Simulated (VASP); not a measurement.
Data:

```
CELL_PARAMETERS angstrom
      0.00000     2.73000     2.73000
      2.73000     0.00000     2.73000
      2.73000     2.73000     0.00000
ATOMIC_POSITIONS crystal
  Mg 0.00000 0.00000 0.00000
  Se 0.50000 0.50000 0.50000
```

These are PBE GGA, VASP's PBE PAW potentials (set 64) (plane waves; VASP) values and carry that method's errors. Run with 400 eV cut-off, 8×8×8 Γ-centred mesh, Fermi-Dirac smearing of 0.050 eV, potentials Mg Se.

Question: Estimate the energy per atom (σ→0), pressure, band gap (on the k-mesh) with the smallest direct gap where there is one.

Answer: 
The band gap (on the k-mesh) is 1.79 eV and the smallest direct gap (on the k-mesh) is 2.56 eV. The energy per atom (σ→0) comes out as -3.743 eV/atom and the pressure is 1.55 GPa.

The absolute energy has meaning only against runs of the same code, potentials and settings.

The compound is MgSe in the rock salt structure. The cell was not relaxed at this level. The run is one of a series of settings (ISMEAR = -1 against the base run), some of them coarse on purpose.
